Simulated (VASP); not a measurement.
Set up this calculation in VASP 6.6.1, as the native input.

```yaml
Task: single point
Functional: PBE
Potentials_or_basis: VASP PAW PBE potentials, release 64 (O, H, C)
Cutoff: 520 eV
k_mesh: 1 × 1 × 1
Occupations: fermi-dirac, width 0.02 eV
Spin: no spin polarisation
Dipole_correction: no
Further_INCAR_settings: LREAL = Auto; ALGO = Normal; EDIFF = 1e-06; NBANDS = 36
```

The structure of H10CO5 lies in POSCAR:

```
H10CO5
1.0
    5.6566530000      0.0000000000      0.0000000000
    0.0000000000      5.6566530000      0.0000000000
    0.0000000000      0.0000000000      5.6566530000
O H C
5 10 1
Direct
    1.1042925914      1.2903743610      0.8077921697
    0.6446921881      0.0873131161      0.4507258975
    0.3542023879      0.4348684637      0.2755162814
    0.9324418521      0.6962244281      0.2761527002
    0.6556173766      0.7664072730      0.8831193994
    1.1803976663      1.1420534369      0.8707622688
    1.1167204352      1.3803215435      0.9532492094
    0.7539617509      0.1242254033      0.5684987218
    0.6555996983      0.2036893548      0.3168834998
    0.2182385944      0.5429182239      0.2762764483
    0.3322459412      0.3630592154      0.4221577671
    0.8605795689      0.8400197078      0.3657463168
    0.7904320806      0.5903137421      0.2802363871
    0.3305311462      0.7661774551      0.7569493833
    0.4965126905      0.4780565469      0.7523883823
    0.4912092009      0.6598955248      0.8027361763
```

The cell was built by a generator and needn't be a form met in nature.

The input as run:

INCAR

```
SYSTEM = H10CO5
PREC = Accurate
ENCUT = 520
EDIFF = 1E-6
ISMEAR = -1
SIGMA = 0.02
LREAL = Auto
LASPH = .True.
NELM = 100
ALGO = Normal
ISIF = 2
LWAVE = .False.
LCHARG = .False.
GGA = PE
NBANDS = 36
```

KPOINTS

```
regular mesh
0
Gamma
  1 1 1
  0 0 0
```

Potentials or basis: VASP PAW PBE potentials, release 64 (O, H, C).

Command:

```bash
$ cat potpaw_PBE.64/O/POTCAR potpaw_PBE.64/H/POTCAR potpaw_PBE.64/C/POTCAR > POTCAR
$ mpirun -np 1 vasp_gam > vasp.out
```

It gave:

| Property | Result |
| --- | --- |
| Pressure | 1.0 GPa |
| Largest force | 2.956 eV/Å |
| Band gap on the k mesh | 3.74 eV, direct |

Caveat: the standard files for N, O and F lose accuracy on very short bonds.

Run time: 11 s on 1 thread of AMD EPYC 7R13 Processor (Zen 3) (shared host), peak memory 0.2 GiB.
